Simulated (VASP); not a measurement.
Output of a VASP run:

### OSZICAR
```
       N       E                     dE             d eps       ncg     rms          rms(c)
DAV:   1     0.841537163847E+02    0.84154E+02   -0.79603E+03  7753   0.124E+03
DAV:   2    -0.112941185425E+02   -0.95448E+02   -0.92132E+02  8338   0.331E+02
DAV:   3    -0.125092558575E+02   -0.12151E+01   -0.12031E+01  8958   0.372E+01
DAV:   4    -0.125125751388E+02   -0.33193E-02   -0.33190E-02  8376   0.220E+00
DAV:   5    -0.125125912765E+02   -0.16138E-04   -0.16137E-04  8967   0.153E-01    0.172E+01
DAV:   6    -0.118753195021E+02    0.63727E+00   -0.10865E+00  8278   0.126E+01    0.481E+00
DAV:   7    -0.117826163012E+02    0.92703E-01   -0.22200E-01  9033   0.528E+00    0.908E-01
DAV:   8    -0.117767682451E+02    0.58481E-02   -0.43054E-03  8092   0.917E-01    0.185E-01
DAV:   9    -0.117767733121E+02   -0.50670E-05   -0.88368E-05  9029   0.126E-01    0.818E-02
DAV:  10    -0.117767797134E+02   -0.64013E-05   -0.80812E-06  8251   0.365E-02    0.643E-03
DAV:  11    -0.117767798341E+02   -0.12069E-06   -0.24609E-07  9019   0.537E-03    0.822E-04
DAV:  12    -0.117767797662E+02    0.67894E-07   -0.71005E-09  4493   0.104E-03
   1 F= -.11776780E+02 E0= -.11776868E+02  d E =0.266050E-03
```

OUTCAR:
```
------------------------ aborting loop because EDIFF is reached ----------------------------------------
  FORCE on cell =-STRESS in cart. coord.  units (eV):
  Direction    XX          YY          ZZ          XY          YZ          ZX
  --------------------------------------------------------------------------------------
  Total        0.8065389      0.2604158      0.2604158      0.0000000      0.0000000      0.0000000
  in kB       85.5565112     27.6245453     27.6245453      0.0000000      0.0000000      0.0000000
  external PRESSURE =      46.9352006 kB  Pullay stress =       0.0000000 kB
  volume of cell :       15.10
      direct lattice vectors                 reciprocal lattice vectors
    -1.541576585  1.565052371  1.565052371     0.000000000  0.319478127  0.319478127
     1.541576585 -1.565052371  1.565052371     0.324343276  0.000000000  0.319478127
     1.541576585  1.565052371 -1.565052371     0.324343276  0.319478127  0.000000000
 POSITION                                       TOTAL-FORCE (eV/Angst)
 -----------------------------------------------------------------------------------
      0.00000      0.00000      0.00000        -0.000000     -0.000000      0.000000
 -----------------------------------------------------------------------------------
    total drift:                                0.000000     -0.000000      0.000000
  FREE ENERGIE OF THE ION-ELECTRON SYSTEM (eV)
  ---------------------------------------------------
  free  energy   TOTEN  =       -11.7767797662 eV

  energy  without entropy=      -11.7770458158  energy(sigma->0) =      -11.77686845
```
(Selected blocks of OUTCAR.)

**POSCAR**
```
Mo
1
   -1.5415765851     1.5650523707     1.5650523707
    1.5415765851    -1.5650523707     1.5650523707
    1.5415765851     1.5650523707    -1.5650523707
Mo
1
Direct
  0.0000000000   0.0000000000   0.0000000000
```

Problem. Reconstruct the remaining input files.

Solution. One answer among several that fit: the input of the run itself, PBEsol GGA, plane waves, VASP's PBE PAW potentials (set 64).

INCAR:
```
LCHARG = F
LWAVE = F
ALGO = Normal   # blocked Davidson
ENCUT = 480   # plane-wave cut-off (eV)
LASPH = T   # aspherical one-centre terms
NELM = 100   # most electronic steps
GGA = PS   # PBEsol
ISMEAR = 1   # Methfessel-Paxton
ISIF = 2   # forces and stress, cell fixed
SYSTEM = Mo
LREAL = F   # projection in real space or not
LMAXMIX = 4   # l cut-off of mixed one-centre charges
EDIFF = 1E-7   # SCF stop (eV)
SIGMA = 0.1   # width (eV)
PREC = Accurate
```

**KPOINTS**
```
Automatic mesh
0
gamma
16 16 16
```

POTCAR, in this order: Mo_sv (PBE.64 set). Program: vasp_std.

The compound is Mo in the bcc structure. This cell was strained or had an atom moved on purpose.
